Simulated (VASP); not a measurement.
```yaml
crystal:
  lattice:
    - [0.00000, 2.62140, 2.62140]
    - [2.62140, 0.00000, 2.62140]
    - [2.62140, 2.62140, 0.00000]
  atoms:
    - { symbol: Eu, position: [0.00000, 0.00000, 0.00000] }
    - { symbol: O, position: [0.50000, 0.50000, 0.50000] }
```

The base run (VASP): PBE GGA, plane waves, VASP's PBE PAW potentials (set 64). Numerical set-up: 520 eV cut-off, 8×8×8 Γ-centred mesh, Gaussian smearing of 0.050 eV, potentials Eu_2 O.

The 4f electrons are frozen in the core of the lanthanide potential, so 4f levels, which can set the real gap, and their magnetism are missing.

One setting is varied; ΔE counts from the base run. The base run took about 9 core-seconds. Times come from single runs on busy shared machines, so they are rough: good to a factor of about 2.

| setting | cost over the base run | electronic steps | ΔE (meV/atom) |
|---|---|---|---|
| base run | reference | 13 | 0.0 |
| AMIX = 1.0, BMIX = 3.0, IMIX = 4 | within a factor of 2 | 13 | 0.0 |
| AMIX = 0.2, BMIX = 3.0, IMIX = 4 | within a factor of 2 | 17 | 0.0 |
| AMIX = 0.05, BMIX = 1.0, IMIX = 4 | within a factor of 2 | 18 | 0.0 |
| AMIX = 0.6, BMIX = 3.0, IMIX = 1 | about 2 times | 28 | 0.0 |
| AMIX = 0.2, BMIX = 3.0, IMIX = 1 | about 5 times | 70 | 0.0 |

Left out are runs that failed, have no time on record or changed the cell.

The compound is EuO in the rock salt structure. The cell was not relaxed at this level.
